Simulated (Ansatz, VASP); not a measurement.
# Cross-check of KInP2O7 (KInP2O7 (P2_1/c)) between VASP and Ansatz, part 2 of 2

Aim: how closely do two programs agree when they are given the same cell, functional and k mesh? The structure shown is the start of the Ansatz relaxation below; VASP solves that cell, so the two are compared at the walk's first step.

VASP 6.6.1 and Ansatz 0.2.0.

So far: Set-up; Ansatz: relaxation, PBEsol.

## Step 3: VASP: single point, PBEsol, start cell

Level of this step: PBEsol; plane waves and PAW (K_sv, In_d, P, O) (VASP).

The same cell, functional, mesh and smearing now go to VASP, with its own data sets.

Lines of VASP's logs that name or quote its potential files are left out, and so is its time.

INCAR reads:

```
SYSTEM = KInP2O7
PREC = Accurate
ENCUT = 520
EDIFF = 1E-06
NELM = 120
ISMEAR = -1
SIGMA = 0.01
LREAL = Auto
ALGO = Normal
GGA = PS
NBANDS = 184
LORBIT = 11
LWAVE = .FALSE.
LCHARG = .FALSE.
ISIF = 2
LASPH = .TRUE.
GGA_COMPAT = .FALSE.
EFERMI = MIDGAP
KPAR = 8
```

POSCAR reads:

```
KInP2O7
1.0
    7.5563600000      0.0000000000      0.0000000000
    0.0000000000     10.6102720000      0.0000000000
   -2.5106880000      0.0000000000      8.2078260000
K In P O
4 4 8 28
Direct
    0.1731100238      0.3208350361      0.5635549535
    0.8268899762      0.6791649639      0.4364450465
    0.8268899762      0.8208350361      0.9364450465
    0.1731100238      0.1791649639      0.0635549535
    0.7635069826      0.3995970132      0.7429969885
    0.2364930174      0.8995970132      0.7570030115
    0.2364930174      0.6004029868      0.2570030115
    0.7635069826      0.1004029868      0.2429969885
    0.5581610582      0.1380970252      0.8059439857
    0.4418389418      0.6380970252      0.6940560143
    0.4418389418      0.8619029748      0.1940560143
    0.5581610582      0.3619029748      0.3059439857
    0.8717410368      0.4000069932      0.1779719746
    0.8717410368      0.0999930068      0.6779719746
    0.1282589632      0.5999930068      0.8220280254
    0.1282589632      0.9000069932      0.3220280254
    0.8687670444      0.0964799960      0.5018399513
    0.1312329556      0.5964799960      0.9981600487
    0.1312329556      0.9035200040      0.4981600487
    0.8687670444      0.4035200040      0.0018399513
    0.3634249479      0.0812490010      0.7595570374
    0.6365750521      0.5812490010      0.7404429626
    0.6365750521      0.9187509990      0.2404429626
    0.3634249479      0.4187509990      0.2595570374
    0.6769169616      0.1064370452      0.9777070079
    0.3230830384      0.6064370452      0.5222929921
    0.3230830384      0.8935629548      0.0222929921
    0.6769169616      0.3935629548      0.4777070079
    0.6618320112      0.0718870355      0.6843669688
    0.3381679888      0.5718870355      0.8156330312
    0.3381679888      0.9281129645      0.3156330312
    0.6618320112      0.4281129645      0.1843669688
    0.5383640095      0.2206999971      0.2621310442
    0.4616359905      0.7206999971      0.2378689558
    0.4616359905      0.7793000029      0.7378689558
    0.5383640095      0.2793000029      0.7621310442
    0.9919619614      0.5036579647      0.2828450554
    0.0080380386      0.0036579647      0.2171549446
    0.0080380386      0.4963420353      0.7171549446
    0.9919619614      0.9963420353      0.7828450554
    0.9316199304      0.2701300212      0.2566099720
    0.0683800696      0.7701300212      0.2433900280
    0.0683800696      0.7298699788      0.7433900280
    0.9316199304      0.2298699788      0.7566099720
```

KPOINTS reads:

```
Automatic mesh
0
Gamma
4 3 4
0 0 0
```

The projector-augmented-wave data sets are K_sv, In_d, P and O (PBE family, release 64).

Started as:

```bash
$ mpirun -np 8 vasp_std
```

Numbers of over 12 decimals in the logs are rounded to 6 here.

The program printed:

```text
[banner, memory and clock lines left out]
running    8 mpi-ranks, on    1 nodes
[...]
|                                                                             |
|           W    W    AA    RRRRR   N    N  II  N    N   GGGG   !!!           |
|           W    W   A  A   R    R  NN   N  II  NN   N  G    G  !!!           |
|           W    W  A    A  R    R  N N  N  II  N N  N  G       !!!           |
|           W WW W  AAAAAA  RRRRR   N  N N  II  N  N N  G  GGG   !            |
|           WW  WW  A    A  R   R   N   NN  II  N   NN  G    G                |
|           W    W  A    A  R    R  N    N  II  N    N   GGGG   !!!           |
|                                                                             |
|     For optimal performance we recommend to set                             |
|       NCORE = 2 up to number-of-cores-per-socket                            |
|     NCORE specifies how many cores store one orbital (NPAR=cpu/NCORE).      |
|     This setting can greatly improve the performance of VASP for DFT.       |
[...]
|                                                                             |
|     You enforced a specific xc type in the INCAR file but a different       |
|     [... a line on the potential file left out ...]
|     I HOPE YOU KNOW WHAT YOU ARE DOING!                                     |
|                                                                             |

 LDA part: xc-table for (Slater+PW92), standard interpolation
 POSCAR, INCAR and KPOINTS ok, starting setup
[...]
entering main loop
       N       E                     dE             d eps       ncg     rms          rms(c)
DAV:   1     0.367029760911E+04    0.36703E+04   -0.13667E+05  7360   0.169E+03
DAV:   2     0.283335414338E+03   -0.33870E+04   -0.31906E+04  8248   0.468E+02
DAV:   3    -0.295857748424E+03   -0.57919E+03   -0.56517E+03  8104   0.212E+02
DAV:   4    -0.342349058967E+03   -0.46491E+02   -0.46102E+02 10248   0.629E+01
[...]
DAV:  16    -0.306121454089E+03   -0.96968E-05   -0.13587E-05  8312   0.100E-02    0.144E-02
DAV:  17    -0.306121460462E+03   -0.63730E-05   -0.92240E-06  7968   0.852E-03    0.630E-03
DAV:  18    -0.306121460738E+03   -0.27621E-06   -0.57248E-07  6040   0.414E-03
   1 F= -.30612146E+03 E0= -.30612146E+03  d E =0.000000E+00
```

Parts of OUTCAR (step 3):

```text
  Total      -11.8495843    -11.5964211    -11.0394339      0.0000000      0.0000000      0.1390277
  in kB      -28.8500386    -28.2336652    -26.8775754      0.0000000      0.0000000      0.3384891
  external PRESSURE =     -27.9870931 kB  Pullay stress =       0.0000000 kB

 POSITION                                       TOTAL-FORCE (eV/Angst)
 -----------------------------------------------------------------------------------
     -0.10683      3.40415      4.62556        -0.051082      0.023374      0.004193
      5.15250      7.20612      3.58227         0.051082     -0.023374     -0.004193
      3.89716      8.70928      7.68618         0.051082      0.023374     -0.004193
      1.14852      1.90099      0.52165        -0.051082     -0.023374      0.004193
      3.90390      4.23983      6.09839         0.028516     -0.027085      0.017393
     -0.11357      9.54497      6.21335        -0.028516     -0.027085     -0.017393
      1.14177      6.37044      2.10944        -0.028516      0.027085     -0.017393
      5.15924      1.06530      1.99448         0.028516      0.027085      0.017393
      2.19419      1.46525      6.61505         0.096121     -0.016694     -0.028962
      1.59614      6.77038      5.69669        -0.096121     -0.016694      0.028962
      2.85148      9.14503      1.59278        -0.096121      0.016694      0.028962
      3.44954      3.83989      2.51114         0.096121      0.016694     -0.028962
      6.14036      4.24418      1.46076        -0.076107     -0.026623      0.012419
      4.88501      1.06095      5.56468        -0.076107      0.026623      0.012419
[...]
-----------------------------------------------------------------------------------
    total drift:                                0.000000      0.000000     -0.000000

  FREE ENERGIE OF THE ION-ELECTRON SYSTEM (eV)
  ---------------------------------------------------
  free  energy   TOTEN  =      -306.1214607384 eV

  energy  without entropy=     -306.1214607384  energy(sigma->0) =     -306.12146074

[... 3 further parts left out ...]
[key lines of the parts left out:]
E-fermi :   2.7055
```

The run ends at a pressure of -2.80 GPa, with forces up to 0.18 eV/Å.

## Step 4: Side by side

Known differences besides the potentials themselves: the cutoff is 420 eV in Ansatz and 520 eV in VASP (PREC = Accurate, projectors in real space); Ansatz makes its cores anew for this functional, VASP keeps those of its PBE data sets. Total energies have different zeros and are not compared.

Forces on 10 of the 44 atoms, those with the largest forces and the largest differences (eV/Å; atoms numbered as in POSCAR):

| atom | Ansatz x, y, z | VASP x, y, z |
| --- | --- | --- |
| P13 | -0.093, -0.060, 0.048 | -0.076, -0.027, 0.012 |
| P14 | -0.093, 0.060, 0.048 | -0.076, 0.027, 0.012 |
| P15 | 0.093, 0.060, -0.048 | 0.076, 0.027, -0.012 |
| O29 | 0.064, 0.081, 0.096 | 0.071, 0.109, 0.123 |
| O30 | -0.064, 0.081, -0.096 | -0.071, 0.109, -0.123 |
| O31 | -0.064, -0.081, -0.096 | -0.071, -0.109, -0.123 |
| O32 | 0.064, -0.081, 0.096 | 0.071, -0.109, 0.123 |
| O34 | -0.146, 0.042, -0.004 | -0.146, 0.027, 0.001 |
| O35 | -0.146, -0.042, -0.004 | -0.146, -0.027, 0.001 |
| O36 | 0.146, -0.042, 0.004 | 0.146, -0.027, -0.001 |

The forces differ by 15 meV/Å r.m.s., which is 22.1 % of the r.m.s. force of 0.067 eV/Å (both taken over all components).

## Step 5: Outcome

| Quantity | Value |
| --- | --- |
| r.m.s. force difference (single point, PBEsol, start cell) | 15 meV/Å |

**Reading.** The r.m.s. force difference is 15 meV/Å (single point, PBEsol, start cell), beyond the 12 meV/Å picked in this series as the mark of a large difference. What causes the difference of the single point, PBEsol, start cell pair stays open here. How closely two codes agree says nothing of how well the functional describes the real material.

[Lines on the potential files, build, host, timing and source positions are cut from VASP's logs without a mark.]

[Logs are printed without paths, hosts, clocks, repeated set-up lines and the standing remarks that a program may print on its own settings, such as how far it seeks lower states.]

[Hosts, paths, dates, database ids (printed as entryN), source tags and the programs' standing remarks are cut or masked in the printed files.]
